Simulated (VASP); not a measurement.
VASP runs on MnO (rock salt, AFM-II order) share one base input (PBE GGA, plane waves, VASP's PBE PAW potentials (set 64)) and change the settings named in each case.

KPOINTS:
```
Automatic mesh
0
Gamma
7 7 7
0 0 0
```

### POSCAR
```
MnO
1
    4.5288000000     2.2644000000     2.2644000000
    2.2644000000     4.5288000000     2.2644000000
    2.2644000000     2.2644000000     4.5288000000
Mn O
2 2
Direct
  0.0000000000   0.0000000000   0.0000000000
  0.5000000000   0.5000000000   0.5000000000
  0.2500000000   0.2500000000   0.2500000000
  0.7500000000   0.7500000000   0.7500000000
```

INCAR:
```
SYSTEM = MnO
PREC = Accurate
ENCUT = 520
EDIFF = 1E-6
NELM = 100
ALGO = Normal
LREAL = .FALSE.
LASPH = .TRUE.
ISMEAR = 0
SIGMA = 0.05
GGA = PE
LMAXMIX = 4
ISPIN = 2
MAGMOM = 5.0 -5.0 0.0 0.0
LORBIT = 10
LWAVE = .FALSE.
LCHARG = .FALSE.
ISIF = 2
```

POTCAR, in this order: Mn_pv O (PBE.64 set). Program: vasp_std.

```
change     E(σ→0) (eV/atom)  pressure (GPa)
---------  ----------------  --------------
base run            -8.2612           -7.78
IVDW = 12           -8.5527          -11.87
IVDW = 13           -8.5694          -10.82
GGA = AM            -8.3879             [?]
GGA = RP            -7.9318           -2.95
```

**Question.** Some entries are withheld; supply them.

**Answer.** 
- GGA = AM, pressure (GPa): -13.05

Energies of different potentials or functionals have different zeros.

Left out are runs that ran out of time, are held back, or changed the cell or the kind of run, fixed moments of cells without a moment, rows past the twelfth, gaps on odd meshes, pressures of charged cells and columns that move by less than the noise.

The compound is MnO in the rock salt, AFM-II order structure. The cell was not relaxed at this level. The spin order is the one that the start imposed; others were not tried in this run.
